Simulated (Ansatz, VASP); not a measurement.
**SnI2 in two plane-wave programs**

One calculation is typed for both programs; each brings its own data sets and cutoff. How far apart do they land? The cell is generated by rule, not measured, and may not be a known phase. The cell is taken from a series of VASP runs on this material, whose earlier steps may have relaxed, scaled or displaced it; both programs get it as it stands.

Main program and level: Ansatz 0.2.0; plane waves, with VASP 6.6.1 beside it; zone-centre phonons at PBEsol.

The structure was built from a prototype and need not be the compound's stable phase.

**1. The starting structure**

The structure is cubic, space group Fm-3m (No. 225). The conventional cell has a = 7.566 Å, b = 7.566 Å, c = 7.566 Å, α = 90.00°, β = 90.00°, γ = 90.00°. Nearest to Sn lie 8 I at 3.28 Å. I has 4 Sn at 3.28 Å nearest. Farther neighbours and most contacts between anions are not listed.

**2. Ansatz: zone-centre phonons, PBEsol**

Ansatz runs on its default PAW (the set named soft_2) files.

Second derivatives magnify differences that forces hide, and they need a tight electronic threshold.

input.yaml

```yaml
crystal:
  lattice:
    - [0.0, 3.7828, 3.7828]
    - [3.7828, 0.0, 3.7828]
    - [3.7828, 3.7828, 0.0]
  atoms:
    - { symbol: Sn, position: [0.0, 0.0, 0.0] }
    - { symbol: I, position: [0.25, 0.25, 0.25] }
    - { symbol: I, position: [0.75, 0.75, 0.75] }
hamiltonian:
  xc: pbesol
  pseudopotentials: { kind: paw }
kpoints:
  mp_grid: { grid: [10, 10, 10] }
scf:
  occupations: { method: fixed }
phonons:
  method: dfpt
  qpoints: [[0, 0, 0]]
  dielectric: true
  rigid_motions: translations
```

The run is started by

```
ansatz run input.yaml --threads 4 --pin off --max-ram 9216MiB --backend cpu --events-out ev --progress --plain --runs-dir out
```

Numbers of over 12 decimals in the logs are rounded to 6 here.

The log of the run:

```text
Engine: ansatz 0.2.0, aarch64-unknown-linux-gnu
Pseudopotentials: kind: paw
Pseudopotential: Sn, paw, valence charge 14, recommended cutoff 420 eV (normal), Sn.paw.azcp
Pseudopotential: I, paw, valence charge 17, recommended cutoff 420 eV (normal), I.paw.azcp
Functional definition: PBEsol
  exchange = pbesol_x
  correlation = pbesol_c
Crystal: 3 atoms, lattice volume = 108.261 Å³
Basis set: ecut = 420 eV, 2085 PW (Γ), exchange–correlation on 72×72×72 points (8 copies of the dense FFT grid, shifted against one another)
Bands: 29, of which v1, the nominal top of the filled ones, is band 24 counted from 1 (23 counted from 0)
Symmetry: 48 space group operations
k-points: 171 of 1000 (irreducible under 4 space group operations, time reversal used)
Non-local potential: Sn, projectors of the file, l = 0: 2, l = 1: 2, l = 2: 2, l = 3: 2
Non-local potential: I, projectors of the file, l = 0: 2, l = 1: 2, l = 2: 2, l = 3: 2
PAW form: soft (Blöchl's): semilocal exchange-correlation on the pseudo side does not see the compensation charge
PAW frozen core: Sn, regenerated for the run's functional, and the local potential with it (the file was generated under x = pbe(κ = 0.804, μ = 0.219515), c = pbe(β = 0.066725))
PAW frozen core: I, regenerated for the run's functional, and the local potential with it (the file was generated under x = pbe(κ = 0.804, μ = 0.219515), c = pbe(β = 0.066725))
PAW one-centre angular grid: Sn, 590 points (default); XC on 64 Gauss nodes
PAW one-centre angular grid: I, 590 points (default); XC on 64 Gauss nodes
Initial density: superposition of atomic densities (neutral atoms: chi_scale 0, normalization atom), corrected by the library's trained network
Initial wavefunctions: pseudopotential atomic-orbital guess
Functional: x = pbesol(κ = 0.804, μ = 0.123457), c = pbesol(β = 0.046)
SCF iter   1: F=—  HF=-20815.452803 eV  |F-HF|=—  |Δ(HF+E_count)|=         —  Δρ=2.88e-3  dr2=1.39e-2  ethr=1.77e-3  ⟨swp⟩=5.2  Hψ=18378  notcnv=0  defer=440
preconditioner: auto → Resta (q_TF=auto, 2.382 Å⁻¹)  ε∞=3.8  [insulator: Δε(μ)=1.185 eV  Ē_g=9.043 eV  n_scr=26 (ndim 8)  ℏωp=15.1 eV  f_vac=0.109  ε∞_Penn≈3.8]
SCF iter   2: F=—  HF=-20815.447446 eV  |F-HF|=—  |Δ(HF+E_count)|=   5.36e-3  Δρ=1.56e-3  dr2=3.21e-3  ethr=2.89e-5  ⟨swp⟩=2.9  Hψ=9236  notcnv=0  defer=498
SCF iter   3: F=—  HF=-20815.447192 eV  |F-HF|=—  |Δ(HF+E_count)|=   2.54e-4  Δρ=3.63e-4  dr2=1.07e-4  ethr=6.69e-6  ⟨swp⟩=2.5  Hψ=7647  notcnv=0  defer=498
SCF iter   4: F=—  HF=-20815.447190 eV  |F-HF|=—  |Δ(HF+E_count)|=   2.42e-6  Δρ=1.23e-4  dr2=2.18e-5  ethr=2.24e-7  ⟨swp⟩=2.2  Hψ=8952  notcnv=0  defer=499
SCF iter   5: F=—  HF=-20815.447230 eV  |F-HF|=—  |Δ(HF+E_count)|=   4.05e-5  Δρ=4.61e-5  dr2=4.26e-6  ethr=4.53e-8  ⟨swp⟩=2.0  Hψ=6098  notcnv=0  defer=375
SCF iter   6: F=—  HF=-20815.447239 eV  |F-HF|=—  |Δ(HF+E_count)|=   8.57e-6  Δρ=1.00e-5  dr2=3.14e-7  ethr=8.88e-9  ⟨swp⟩=2.0  Hψ=6828  notcnv=0  defer=358
SCF iter   7: F=—  HF=-20815.447240 eV  |F-HF|=—  |Δ(HF+E_count)|=   1.05e-6  Δρ=2.18e-6  dr2=8.15e-9  ethr=6.54e-10  ⟨swp⟩=2.0  Hψ=6333  notcnv=0  defer=358
SCF iter   8: F=—  HF=-20815.447240 eV  |F-HF|=—  |Δ(HF+E_count)|=   2.70e-8  Δρ=7.52e-7  dr2=6.44e-10  ethr=1.70e-11  ⟨swp⟩=2.0  Hψ=6489  notcnv=0  defer=358
SCF iter   9: F=-20815.447240 eV  HF=-20815.447240 eV  |F-HF|=2.18e-11  |Δ(HF+E_count)|=  5.24e-10  Δρ=1.97e-7  dr2=4.67e-11  ethr=1.00e-12  ⟨swp⟩=16.1  Hψ=37202  notcnv=0
SCF 1 converged in 9 iterations: F = -20815.447240 eV  dr2 = 4.67e-11
  greatest PAW one-centre occupation: 0.999 electrons in one spin orbital (limit 2), on the I atom at site 2 (counted from 0), in its partial waves of l = 2
NSCF: frozen V_eff on 2 k-points
DFPT response loops at Γ: preconditioner auto → Resta (q_TF=auto, 2.382 Å⁻¹)  ε∞=6.9 (no band partly filled); β = 1.00, the filter's whole step (`scf.mixing.beta` (0.50) is not read by the response loops at its default; to damp them type it under 1.00, their step now; it binds the ground state too); Broyden in place of MSR1
── the response to a field inside a basis, on 10×10×10 k-points: an SCF that follows is theirs, and a resumed run solves both again ──
Bands: 25, of which v1, the nominal top of the filled ones, is band 24 counted from 1 (23 counted from 0)
k-points: 110 of 1000 (irreducible under 12 space group operations)
Initial density: handed on by an earlier stage of this run
Initial wavefunctions: pseudopotential atomic-orbital guess (no wavefunctions were taken with the density)
Eigensolver: Dense (110 Hₖ)
SCF iter   1: F=—  HF=-20815.439789 eV  |F-HF|=—  |Δ(HF+E_count)|=         —  Δρ=5.99e-5  dr2=9.77e-7  ethr=1.00e-1
preconditioner: auto → Resta (q_TF=auto, 2.382 Å⁻¹)  ε∞=5.4  [insulator: Δε(μ)=1.332 eV  Ē_g=7.183 eV  n_scr=26 (ndim 8)  ℏωp=15.1 eV  f_vac=0.105  ε∞_Penn≈5.4]
SCF iter   2: F=—  HF=-20815.439790 eV  |F-HF|=—  |Δ(HF+E_count)|=   7.93e-7  Δρ=3.26e-5  dr2=3.47e-7  ethr=2.04e-9
SCF iter   3: F=-20815.439791 eV  HF=-20815.439791 eV  |F-HF|=2.12e-8  |Δ(HF+E_count)|=   4.94e-7  Δρ=4.42e-6  dr2=2.02e-8  ethr=7.22e-10
SCF 1 converged in 3 iterations: F = -20815.439791 eV  dr2 = 2.02e-8
DFPT response loops at Γ: preconditioner auto → Resta (q_TF=auto, 2.382 Å⁻¹)  ε∞=6.7 (no band partly filled); β = 1.00, the filter's whole step (`scf.mixing.beta` (0.50) is not read by the response loops at its default; to damp them type it under 1.00, their step now; it binds the ground state too); Broyden in place of MSR1
SCF converged after 9 iterations
Free energy (F): -20815.447240 eV
Harris-Foulkes:  -20815.447240 eV  (|F-HF|=2.18e-11)
Internal energy: -20815.447240 eV  (E = F + TS)
E sigma→0 (E₀):  -20815.447240 eV
Fermi energy:    6.830680 eV
--- Per-component energies (eV) ---
  E_band       = -856.120271
  E_kinetic    = 564.676194
  E_local      = -4925.291081  (includes V_loc(G=0)·N_el)
  E_nonlocal   = -209.549263
  E_hartree    = 2624.105230
  E_xc         = -635.010824
  E_vxc        = -355.062075  (∫ρ·V_xc dr)
  E_paw        = -13532.427327  (= ΣΔE_a)
  E_vpaw       = -1179.105051  (= ΣTr[D̂ρ^β])
  E_aug_tail   = 0.000033  (compensation charges beyond the density's cutoff)
  E_ewald      = -4703.059325
  E_core_change = 1.109124  (= ΣΔE_core)
  E_smearing   = -0.000000  (= −TS)
  E_closure    = -0.000000  (closes the sum)
  Σ components = -20815.447240   (vs F -20815.447240, Δ=0.00e0)
--- Band table (eV; the first three rows and the last of 171) ---
  k-point 0: bands = [... 20 lower, 4.0220, 5.2359, 5.2359, 5.2359, 8.4055, 8.4055, 8.4055, 12.0911, ... 1 higher]
  k-point 1: bands = [... 20 lower, 4.0029, 5.1926, 5.1926, 5.5903, 8.4494, 8.4939, 8.4939, 12.2855, ... 1 higher]
  k-point 2: bands = [... 20 lower, 3.9615, 5.0702, 5.0702, 6.1484, 8.7504, 8.7623, 8.7623, 12.8090, ... 1 higher]
  k-point 170: bands = [... 20 lower, 4.1162, 5.7167, 6.4049, 6.5198, 9.6683, 10.0838, 10.1282, 12.8714, ... 1 higher]
--- Phonons (Γ-DFPT): 2 representative perturbations + reference, on 171 of 1000 k-points (Σ response iterations 6) ---
  k mesh reduced under 4 symmetry operations, with k and −k counted as one. Each operation leaves every solved perturbation unchanged. A smaller set is not considered because the run solves the response to a homogeneous field
  ASR residual: 1.012e-4 → 0.000e0 eV/Å²; symmetrization residual: 3.016e-5 eV/Å²
  ASR residual per site (eV/Å²): 4.60e-6 1.01e-4 1.01e-4
  Γ frequencies (cm⁻¹): 0.00 0.00 0.00 53.83 53.83 53.83 97.18 97.18 97.18
  ε∞ (high-frequency dielectric tensor):
        9.097672    -0.000000     0.000000
       -0.000000     9.097672     0.000000
        0.000000     0.000000     9.097672
  ε⁰ (static dielectric tensor: ions relaxed, cell fixed):
       48.018260    -0.000000    -0.000000
       -0.000000    48.018260    -0.000000
       -0.000000    -0.000000    48.018260
  ε⁰ − ε∞ (ionic part):
       38.920588    -0.000000    -0.000000
       -0.000000    38.920588    -0.000000
       -0.000000    -0.000000    38.920588
  softest optical mode at Γ: 53.83 cm⁻¹; the repairs (sum rule, projections) moved no ω² at Γ by more than (0.92 cm⁻¹)²
  Born effective charges Z* (e; rows j = field, columns β = displacement):
    site 0:
         4.48001    0.00000   -0.00000
         0.00000    4.48001    0.00000
         0.00000   -0.00000    4.48001
    site 1:
        -2.24001    0.00000   -0.00000
         0.00000   -2.24001    0.00000
        -0.00000    0.00000   -2.24001
    site 2:
        -2.24001   -0.00000    0.00000
        -0.00000   -2.24001   -0.00000
        -0.00000    0.00000   -2.24001
  Z* charge neutrality: 4.610e-4 e pre-enforcement
  solved inside a basis spanned on kpoints, on 10×10×10 k-points, its susceptibility summed on 14×14×14: ε∞ is read to err by 2.6e-2, Z* by 1.8e-2 e (field_mesh: kpoints solves on kpoints); Z* is corrected for what the basis lacks
  optical modes at Γ without the LO–TO term, one row a degenerate level:
      ω (cm⁻¹)  modes    IR ((D/Å)²/amu)
         53.83      3            17.1750
         97.18      3             0.0000
  optical modes at Γ + LO–TO along q̂ = [1.0000, 0.0000, 0.0000]:
      ω (cm⁻¹)  modes    IR ((D/Å)²/amu)
         53.83      2            11.4500
         97.18      3             0.0000
        123.67      1             5.7250
  optical modes at Γ + LO–TO along q̂ = [0.0000, 1.0000, 0.0000]:
      ω (cm⁻¹)  modes    IR ((D/Å)²/amu)
         53.83      2            11.4500
         97.18      3             0.0000
        123.67      1             5.7250
  optical modes at Γ + LO–TO along q̂ = [0.0000, 0.0000, 1.0000]:
      ω (cm⁻¹)  modes    IR ((D/Å)²/amu)
         53.83      2            11.4500
         97.18      3             0.0000
        123.67      1             5.7250
--- Phonons (arbitrary-q DFPT): 1 explicit q-point ---
  q = [0, 0, 0] (of the zone-centre solve; hermiticity 2.48e-5, symmetrization 6.79e-8): -0.00 -0.00 -0.00 53.83 53.83 53.83 97.18 97.18 97.18
  sum rule: each row above includes the acoustic sum rule's correction from the zone centre's row sums; it moved no ω² by more than (0.47 cm⁻¹)²
```

The job ended after 2 min (4 threads of Arm Neoverse V1, shared host; peak memory 2.3 GiB; 7.6 min of CPU time).

In the SCF lines HF is the Harris–Foulkes energy and dr2 the Hartree energy of the density residual, in eV; the loop may stop once dr2 is under the threshold and the program's other checks hold. Hψ counts applications of the Hamiltonian.

(Part 1 of 3 ends here.)

[Lines on the potential files, build, host, timing and source positions are cut from VASP's logs without a mark.]

[Logs are printed without paths, hosts, clocks, repeated set-up lines and the standing remarks that a program may print on its own settings, such as how far it seeks lower states.]

[Hosts, paths, dates, database ids (printed as entryN), source tags and the programs' standing remarks are cut or masked in the printed files.]
